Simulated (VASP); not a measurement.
A run of VASP 6.6.1 is set up as follows.

Contents of INCAR:

```
SYSTEM = InSb
  PREC = Accurate
  ENCUT = 520
  EDIFF = 1E-7
  ISMEAR = 0
  SIGMA = 0.02
  LREAL = .False.
  LASPH = .True.
  NELM = 80
  ALGO = Normal
  ISIF = 3
  LWAVE = .False.
  LCHARG = .False.
  METAGGA = R2SCAN
  LMIXTAU = .True.
  LUSE_VDW = .True.
  IVDW_NL = 2
  BPARAM = 11.95
  CPARAM = 0.0093
  IBRION = 2
  NSW = 80
  EDIFFG = -0.002
```

Contents of KPOINTS:

```
regular mesh
0
Gamma
  8 8 8
  0 0 0
```

Contents of POSCAR:

```
InSb
1.0
    0.0000000000      3.2391000000      3.2391000000
    3.2391000000      0.0000000000      3.2391000000
    3.2391000000      3.2391000000      0.0000000000
In Sb
1 1
Direct
    0.0000000000      0.0000000000      0.0000000000
    0.2500000000      0.2500000000      0.2500000000
```

Potentials or basis: VASP PAW PBE potentials, release 64 (In_d, Sb).

The run is started by

```console
$ cat potpaw_PBE.64/In_d/POTCAR potpaw_PBE.64/Sb/POTCAR > POTCAR
$ mpirun -np 1 vasp_std > vasp.out
```

(1) Estimate the space group after relaxing (to 0.05 Å).

(2) What does it give for the band gap on the k mesh?

Results:

(1) F-43m (No. 216).

(2) 0.09 eV, direct.

Caveat: spin-orbit coupling is left out, which moves the levels of the heavy elements.
